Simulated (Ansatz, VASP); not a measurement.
One calculation of MgSb4Se, two programs

```
Mg Sb Se
1.0
     0.00000    4.38081    4.38081
     4.38081    0.00000    4.38081
     4.38081    4.38081    0.00000
Mg Sb Se
1 4 1
Direct
  0.00000 0.00000 0.00000
  0.86908 0.37697 0.37697
  0.37697 0.37697 0.37697
  0.37697 0.86908 0.37697
  0.37697 0.37697 0.86908
  0.75000 0.75000 0.75000
```

Change from the starting cell: species swapped into the CeLuAl4 type (F-43m, No. 216).

Alike in both runs: functional PBE; k mesh 8 × 8 × 8; occupations gaussian, width 0.1 eV; no spin polarisation.

Ansatz relaxed the structure, and its values are those at the end. VASP's run is a single point on that final structure, the one shown.

|  | VASP | Ansatz |
| --- | --- | --- |
| version | VASP 6.6.1 | Ansatz 0.2.0 |
| potentials or method | VASP PAW PBE potentials, release 64 (Mg, Sb, Se) | scalar-relativistic, plane waves, PAW |
| plane-wave cutoff (eV) | 520 | 420 |
| valence electrons in the cell | 28 | 86 |

Ansatz gave:

- gap on the k mesh at the Fermi level (eV): none
- pressure (GPa): 0.0
- rms of the force components (eV/Å): 0.005

Which values does VASP return?

gap on the k mesh at the Fermi level (eV): none; pressure (GPa): -0.1; rms of the force components (eV/Å): 0.003.

A gap of «none» marks a metal or a gap that the smearing closes. The two sets of potentials don't hold the same shells in valence.

Spin-orbit coupling is left out, which matters for the levels of Sb.
